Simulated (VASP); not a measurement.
**WSe2 in VASP: a PBE single point**

What does VASP give for WSe2, 2H-MoS2 type, under -3.0 % biaxial strain in x and y, free along z, the cell held fixed? Runs: PBE. The results are then set beside those of Ansatz 0.2.0 for the same cell.

Program: VASP 6.6.1. PAW datasets, plane waves. Computed at 0 K without zero-point motion; spin polarisation is off.

The cell comes from an earlier relaxation with r2SCAN+rVV10 in another program, then strained, with the atoms relaxed again.

It is hexagonal, P6_3/mmc (No. 194); conventional cell a = 3.201 Å, c = 13.346 Å, 19.73 Å³ an atom. W has 6 Se at 2.51 Å; Se has 3 W at 2.51 Å.

The structure in full:

```xyz
6
Lattice="3.2007 0.0000 0.0000 -1.6003 2.7719 0.0000 0.0000 0.0000 13.3459" Properties=species:S:1:pos:R:3 pbc="T T T"
W     0.0000    1.8479    3.3365
W     1.6003    0.9240   10.0094
Se    1.6003    0.9240    5.0389
Se    1.6003    0.9240    1.6341
Se    0.0000    1.8479   11.7118
Se    0.0000    1.8479    8.3071
```

| level | gap (eV) | pressure (GPa) | largest force (eV/Å) | Ansatz: gap (eV) | Ansatz: pressure (GPa) | Ansatz: force (eV/Å) |
| --- | --- | --- | --- | --- | --- | --- |
| PBE | 1.03 | 9.12 | 0.365 | 1.02 | 8.74 | 0.311 |

In words: Spin-orbit coupling is left out, though the cell holds W (Z = 74); in an element this heavy it can shift bands and gaps by tenths of an eV. Forces up to 0.36 eV/Å (PBE) show atoms off their equilibrium places at that level. The two programs agree on the gap within 0.01 eV. Datasets and cutoffs are each program's own. VASP's cell holds 52 valence electrons and Ansatz's 92.

Q: Write an input and a launch command for the first run that leads to these results.

One input that does so (others would too):

File INCAR:

```
ENCUT = 520.000000
SIGMA = 0.020000
EDIFF = 1.00e-07
GGA = PE
PREC = Accurate
IBRION = -1
ISIF = 2
ISMEAR = -1
NBANDS = 35
NELM = 120
NSW = 0
LASPH = .TRUE.
LCHARG = .FALSE.
LWAVE = .FALSE.
LREAL = .FALSE.
```

File KPOINTS:

```
KPOINTS created by Atomic Simulation Environment
0
Gamma
12 12 2
0 0 0
```

File KPOINTS_OPT:

```
special points
7
Reciprocal
0.0000000000 0.0000000000 0.0000000000 1
0.5000000000 0.0000000000 0.0000000000 1
0.3333333333 0.3333333333 0.0000000000 1
0.0000000000 0.0000000000 0.5000000000 1
0.5000000000 0.0000000000 0.5000000000 1
0.3333333333 0.3333333333 0.5000000000 1
0.1822920000 0.1796870000 0.0000000000 1
```

File POSCAR:

```
W  Se
 1.0000000000000000
     3.2006774228207231    0.0000000000000000    0.0000000000000000
    -1.6003387114103615    2.7718679574820535    0.0000000000000000
     0.0000000000000000    0.0000000000000000   13.3459314213999996
 W   Se
   2   4
Cartesian
  0.0000000000000001  1.8479119716547023  3.3364828553499999
  1.6003387114103620  0.9239559858273512 10.0094485660500006
  1.6003387114103620  0.9239559858273512  5.0388550564127987
  1.6003387114103620  0.9239559858273512  1.6341106542872024
  0.0000000000000001  1.8479119716547023 11.7118207671127976
  0.0000000000000001  1.8479119716547023  8.3070763649872017
```

The run uses the recommended PBE PAW datasets (52 valence electrons a neutral cell).

On the command line:

```sh
> mpirun -np 1 vasp_std
```
